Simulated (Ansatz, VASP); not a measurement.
# Re: VASP beside Ansatz, part 2 of 2

Aim: how closely do two programs agree when they are given the same cell, functional and k mesh? The structure shown is the end of the Ansatz relaxation below.

VASP 6.6.1 and Ansatz 0.2.0.

So far. Step 3 (VASP: single point, PBEsol, pair 1): The run ends at a pressure of 4.19 GPa.

### Step 6. VASP: single point, PBEsol, pair 2 (continued)

Level of this step: PBEsol; plane waves and PAW (Re) (VASP).

Numbers of over 12 decimals in the logs are rounded to 6 here.

Parts of OUTCAR (step 6):

```text
  Total        0.0636403      0.0636403      3.2153739      0.0000000      0.0000000      0.0000000
  in kB        3.5487707      3.5487707    179.2986497      0.0000000      0.0000000      0.0000000
  external PRESSURE =      62.1320637 kB  Pullay stress =       0.0000000 kB

 POSITION                                       TOTAL-FORCE (eV/Angst)
 -----------------------------------------------------------------------------------
     -0.00000      1.60194      3.23209         0.000000      0.000000      0.000000
      1.38732      0.80097      1.07736        -0.000000      0.000000      0.000000
 -----------------------------------------------------------------------------------
    total drift:                               -0.000000      0.000000     -0.000000

  FREE ENERGIE OF THE ION-ELECTRON SYSTEM (eV)
  ---------------------------------------------------
  free  energy   TOTEN  =       -26.6960002401 eV

  energy  without entropy=      -26.6806286659  energy(sigma->0) =      -26.68831445

[... 1 part as in an earlier step ...]

[... 2 further parts left out ...]
[key lines of the parts left out:]
E-fermi :   7.9654
```

The run ends at a pressure of 6.21 GPa.

### Step 7. Side by side

What differs besides the data sets and the points named for the pairs above, as far as they apply: the data sets hold 30 valence electrons in Ansatz (on its PAW soft_1 files) and 14 in VASP. Total energies have different zeros and are not compared.

Compared:

```csv
quantity,Ansatz,VASP,difference
pressure (GPa),5.95,6.21,-0.27
```

### Step 8. Ansatz: relaxation, PBEsol

This run makes the geometry at which the two programs are then compared. The cell compared in this pair holds 28.97 Å³, against 28.73 Å³ for the pair before.

The structure compared here is the end of the Ansatz relaxation.

Contents of input.yaml:

```yaml
crystal:
  lattice:
    - [2.75750056, 0.0, 0.0]
    - [-1.37875028, 2.3880655359, 0.0]
    - [0.0, 0.0, 4.39831161]
  atoms:
    - { symbol: Re, position: [0.3333333, 0.6666667, 0.75] }
    - { symbol: Re, position: [0.6666667, 0.3333333, 0.25] }
kpoints:
  mp_grid: { grid: [18, 18, 10] }
scf:
  occupations: { method: fermi_dirac, width: 0.05 }
hamiltonian:
  xc: pbesol
  pseudopotentials: { kind: paw, azcp: { folder: soft_1 }, xc_functional: pbe }
basis:
  ecutwfc: 600
output:
  forces: true
  stress: true
relax:
  f_tol: 0.005
  max_steps: 70
  cell: { stress_tol: 0.02, p_target: 0, fix: [c, alpha, beta, gamma] }
```

On the command line:

```sh
> ansatz run input.yaml --threads 4 --pin off --max-ram 10240MiB --backend cpu --events-out ev --progress --plain --runs-dir out
```

What it wrote:

```text
[...]
Crystal: 2 atoms, lattice volume = 28.963 Å³
Basis set: ecut = 600 eV, 977 PW (Γ), exchange–correlation on 48×48×72 points (8 copies of the dense FFT grid, shifted against one another)
Bands: 19, of which v1, the nominal top of the filled ones, is band 15 counted from 1 (14 counted from 0)
Symmetry: 8 space group operations
k-points: 546 of 3240
[...]
0.000000      -0.000597       0.000000
        0.000000       0.000000       5.933347
  P = ⅓ Tr σ = 1.9774 GPa (19.774 kbar)
--- Relaxed structure (3 steps of the walk, 2 accepted, 1 SCFs on fresh bases) ---
[...]
cell:  # Å, volume = 28.9706 Å³
    - [2.757848, 0, 0.0]
    - [-1.378924, 2.388367, 0.0]
    - [0.0, 0.0, 4.39831161]
  atoms:
    - { symbol: Re, position: [0.333333, 0.666667, 0.75] }
    - { symbol: Re, position: [0.666667, 0.333333, 0.25] }
[key lines of the parts left out:]
SCF converged after 8 iterations
Free energy (F): -21476.758427 eV
Fermi energy:    24.266169 eV
```

### Step 9. VASP: single point, PBEsol, pair 3

The same cell, functional, mesh and smearing now go to VASP, with its own data sets.

Contents of INCAR:

```
SYSTEM = Re
PREC = Accurate
ENCUT = 600
EDIFF = 1E-06
NELM = 120
ISMEAR = -1
SIGMA = 0.05
LREAL = .FALSE.
ALGO = Normal
GGA = PS
NBANDS = 13
LASPH = .TRUE.
LORBIT = 11
LWAVE = .FALSE.
LCHARG = .FALSE.
ISIF = 2
GGA_COMPAT = .FALSE.
KPAR = 2
```

Contents of POSCAR:

```
Re
1.0
    2.7578484592      0.0000000000      0.0000000000
   -1.3789242296      2.3883668255      0.0000000000
    0.0000000000      0.0000000000      4.3983116100
Re
2
Direct
    0.3333333323      0.6666666677      0.7500000000
    0.6666666677      0.3333333323      0.2500000000
```

Contents of KPOINTS:

```
Automatic mesh
0
Gamma
18 18 10
0 0 0
```

PAW data sets: Re (PBE family, release 64).

On the command line:

```sh
> mpirun -np 2 vasp_std
```

What it wrote:

```text
[... set-up lines as in an earlier step ...]
 entering main loop
       N       E                     dE             d eps       ncg     rms          rms(c)
DAV:   1     0.307137357796E+02    0.30714E+02   -0.73883E+03 10898   0.147E+03
DAV:   2    -0.254179661071E+02   -0.56132E+02   -0.47786E+02  9680   0.327E+02
DAV:   3    -0.281851050656E+02   -0.27671E+01   -0.24750E+01 10046   0.944E+01
DAV:   4    -0.282305522251E+02   -0.45447E-01   -0.44510E-01  9114   0.672E+00
[...]
DAV:   9    -0.267394555281E+02    0.82540E-03   -0.40822E-04 10310   0.209E-01    0.460E-02
DAV:  10    -0.267394508482E+02    0.46798E-05   -0.61218E-05  9520   0.985E-02    0.157E-02
DAV:  11    -0.267394515730E+02   -0.72477E-06   -0.24534E-07  5749   0.204E-02
   1 F= -.26739452E+02 E0= -.26732277E+02  d E =-.143482E-01
```

Parts of OUTCAR (step 9):

```text
  Total        0.0410894      0.0410894      1.0801355     -0.0000000      0.0000000      0.0000000
  in kB        2.2723898      2.2723898     59.7353484     -0.0000000      0.0000000      0.0000000
  external PRESSURE =      21.4267094 kB  Pullay stress =       0.0000000 kB

 POSITION                                       TOTAL-FORCE (eV/Angst)
 -----------------------------------------------------------------------------------
     -0.00000      1.59224      3.29873         0.000000     -0.000000      0.000000
      1.37892      0.79612      1.09958        -0.000000      0.000000      0.000000
 -----------------------------------------------------------------------------------
    total drift:                               -0.000000      0.000000     -0.000000

  FREE ENERGIE OF THE ION-ELECTRON SYSTEM (eV)
  ---------------------------------------------------
  free  energy   TOTEN  =       -26.7394515730 eV

  energy  without entropy=      -26.7251033568  energy(sigma->0) =      -26.73227746

[... 1 part as in an earlier step ...]

[... 2 further parts left out ...]
[key lines of the parts left out:]
E-fermi :   7.8817
```

The run ends at a pressure of 2.14 GPa.

### Step 10. Comparison

What differs besides the data sets and the points named for the pairs above, as far as they apply: the data sets hold 30 valence electrons in Ansatz (on its PAW soft_1 files) and 14 in VASP. Total energies have different zeros and are not compared.

Compared:

| quantity | Ansatz | VASP | difference |
| --- | --- | --- | --- |
| pressure (GPa) | 1.98 | 2.14 | -0.17 |

### Step 11. What came out

```json
{
  "difference in pressure (single point, PBEsol, pair 1)": "-0.22 GPa",
  "difference in pressure (single point, PBEsol, pair 2)": "-0.27 GPa",
  "difference in pressure (single point, PBEsol, pair 3)": "-0.17 GPa"
}
```

In words: The difference in pressure is -0.27 GPa (single point, PBEsol, pair 2), within the 1 GPa picked in this series as the mark of a large difference. The data sets hold unlike numbers of valence electrons (30 in Ansatz and 14 in VASP), so part of the differences comes from the potentials. 3 further runs of this series are not shown here. Such differences can come from data sets, numerical settings and the points named under the comparisons, not from the functional's error against experiment.

[Lines on the potential files, build, host, timing and source positions are cut from VASP's logs without a mark.]

[Logs are printed without paths, hosts, clocks, repeated set-up lines and the standing remarks that a program may print on its own settings, such as how far it seeks lower states.]

[Hosts, paths, dates, database ids (printed as entryN), source tags and the programs' standing remarks are cut or masked in the printed files.]
